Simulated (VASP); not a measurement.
Energy against volume of PbS (rock salt). Level of theory: r2SCAN meta-GGA, VASP's PBE PAW potentials (set 64) (plane waves; VASP). Run with 520 eV cut-off, 8×8×8 Γ-centred mesh, Gaussian smearing of 0.050 eV, potentials Pb_d S.

| V (Å³/atom) | E (eV/atom) |
|---|---|
| 25.035 | -32.78571 |
| 25.834 | -32.80101 |
| 26.633 | -32.80610 |
| 27.432 | -32.80243 |

Problem. Fit these four points and predict the energy of the run at 28.231 Å³/atom.

Solution. A cubic in V^(−2/3), the third-order Birch-Murnaghan form, passes through the four points with V0 = 26.68 Å³/atom and B0 = 58 GPa, and gives -32.7912 eV/atom there. The run gave -32.7913 eV/atom, -0.1 meV/atom from the fit; all five points give B0 = 58 GPa.

The compound is PbS in the rock salt structure. It was relaxed first.
